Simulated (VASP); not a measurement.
SnTeS4:

```xyz
6
Lattice="5.0080 0.0000 0.0000 -2.5040 4.3371 0.0000 0.0000 0.0000 8.3543" Properties=species:S:1:pos:R:3 pbc="T T T"
Sn    0.0000    0.0000    0.0000
Te    0.0000    0.0000    4.1772
S     0.0000    2.8914    6.3762
S     2.5040    1.4457    6.3762
S     2.5040    1.4457    1.9781
S     0.0000    2.8914    1.9781
```

The cell was built by a generator and needn't be a form met in nature.

| Quantity | Value |
| --- | --- |
| Program | VASP 6.6.1 |
| Task | relaxation of cell and atoms |
| Functional | PBE |
| Potentials or basis | VASP PAW PBE potentials, release 64 (Sn_d, Te, S) |
| Cutoff | 520 eV |
| k mesh | 3 × 3 × 2 |
| Occupations | gaussian, width 0.15 eV |
| Spin | no spin polarisation |

At the start: pressure -9.8 GPa; volume 30.24 Å³/atom.

**Question.** How do energy, volume and symmetry change on relaxing?

**Answer.** Over 11 steps the energy falls by 411.0 meV/atom and the volume is 21.02 Å³/atom (-30.5 %); space group P6/mmm (No. 191, to 0.05 Å).

The path:
```
step  energy change (eV)  largest force (eV/Å)  pressure (GPa)  volume (Å³)
   1              0.0000                0.1327           -9.75       181.46
   2             -2.1523                0.3112           -2.84       137.23
   3             -2.2121                0.3294           -1.36       132.30
   4             -2.1080                0.3739            3.88       122.78
   5             -2.2166                0.3407           -0.50       130.49
   6             -2.3507                0.3807            0.13       127.33
   7             -2.3948                0.3854            0.85       124.64
   8             -2.3954                0.3820            0.94       124.20
   9             -2.4304                0.2619           -0.38       126.21
  10             -2.4367                0.1998           -0.73       127.32
  11             -2.4659                0.0733           -0.14       126.14
```

Final structure:
```
CELL_PARAMETERS angstrom
4.49323 0.00000 0.00000
-2.24662 3.89126 0.00000
0.00000 0.00000 7.21425
ATOMIC_POSITIONS crystal
Sn 0.00000 0.00000 0.00000
Te 0.00000 0.00000 0.50000
S 0.33333 0.66667 0.74801
S 0.66667 0.33333 0.74801
S 0.66667 0.33333 0.25199
S 0.33333 0.66667 0.25199
```

Caveat: the k mesh is coarse (spacing up to 0.48 Å⁻¹), so the values aren't converged; the volume moved by over 15 % at a fixed basis, so the end points are rough.
